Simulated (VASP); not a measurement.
CuI (relaxed from the zinc blende structure, space group F-43m) relaxed at rising pressure, in one space group throughout; other phases were not tried. The pressures are those reached. These are PBEsol GGA, VASP's PBE PAW potentials (set 64) (plane waves; VASP) values and carry that method's errors.

| P (GPa) | V (Å³/atom) | k-mesh |
|---|---|---|
| -0.09 | 26.276 | 8×8×8 |
| 5.05 | 24.208 | 8×8×8 |
| 9.91 | 22.798 | 8×8×8 |
| 19.87 | 20.927 | 8×8×8 |
| 29.88 | 19.641 | 9×9×9 |

A change of mesh leaves a small step in the series.

Task: Fit an equation of state and predict the volume at 44.93 GPa.

Result: Least squares on the third-order Birch-Murnaghan form, P = (3B0/2)(y⁷ − y⁵)[1 + (3/4)(B′ − 4)(y² − 1)] with y = (V0/V)^(1/3), gives V0 = 26.253 Å³/atom, B0 = 50 GPa and B′ = 5.0, and so 18.261 Å³/atom. The run gave 18.259 Å³/atom, -0.0 % from the fit.

Pressures at which the relaxation failed are left out.

The structure was generated: CuI was put into the zinc blende type (F-43m), which need not be its known phase.
